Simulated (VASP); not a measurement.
Computed with PBE GGA, VASP's PBE PAW potentials (set 64) (plane waves; VASP 6.6.1).

VASP ran on this input.

### POSCAR
```
PtS2
1.0
  1.7997510000  -3.0709370000   0.0000000000
  1.7997510000   3.0709370000   0.0000000000
  0.0000000000   0.0000000000   5.1381910000
Pt S
1 2
direct
  0.0000000000   0.0000000000   0.0000000000
  0.3333330000   0.6666670000   0.2300000000
  0.6806350000   0.3473010000   0.7700000000
```

INCAR:
```
! general
SYSTEM  = PtS2
PREC    = Accurate
ENCUT   = 400   ! plane-wave cut-off (eV)
LREAL   = .FALSE.   ! projection in real space or not
LASPH   = .TRUE.   ! aspherical one-centre terms

! electronic loop
EDIFF   = 1E-6   ! SCF stop (eV)
NELM    = 100   ! most electronic steps
ALGO    = Normal
IMIX    = 1
AMIX    = 0.1
BMIX    = 0.0001
LMAXMIX = 6   ! l cut-off of mixed one-centre charges

! smearing
ISMEAR  = 0   ! Gaussian
SIGMA   = 0.05

! functional
GGA     = PE   ! PBE

! ions
ISIF    = 2   ! forces and stress, cell fixed

! output
LWAVE   = .FALSE.
LCHARG  = .FALSE.
```

File KPOINTS:
```
Automatic mesh
0
Gamma
7 7 4
0 0 0
```

POTCAR, in this order: Pt S (PBE.64 set). Program: vasp_std.

**Question.** Predict the energy per atom (σ→0), pressure, largest force.

**Answer.** 
The energy per atom (σ→0) is -5.125 eV/atom. The pressure is 4.79 GPa and the largest force comes out as 0.700 eV/Å.

File OSZICAR:
```
...
DAV:  40    -0.153749400489E+02    0.65587E-05   -0.56763E-07  1996   0.717E-03    0.396E-01
DAV:  41    -0.153749351056E+02    0.49433E-05   -0.47935E-07  1989   0.656E-03    0.356E-01
DAV:  42    -0.153749314159E+02    0.36896E-05   -0.37586E-07  1779   0.587E-03    0.320E-01
DAV:  43    -0.153749286970E+02    0.27189E-05   -0.32273E-07  1919   0.538E-03    0.287E-01
DAV:  44    -0.153749267263E+02    0.19707E-05   -0.25032E-07  1632   0.478E-03    0.258E-01
DAV:  45    -0.153749253292E+02    0.13971E-05   -0.21032E-07  1597   0.436E-03    0.232E-01
DAV:  46    -0.153749243697E+02    0.95945E-06   -0.16851E-07  1660   0.389E-03
   1 F= -.15374924E+02 E0= -.15374924E+02  d E =-.371880E-16
```

The compound is PtS2 in the 1T layered structure. The cell was not relaxed at this level, atoms are displaced from their ideal sites. The run is one of a series of settings (AMIX = 0.1, BMIX = 0.0001, IMIX = 1 against the base run), some of them coarse on purpose.
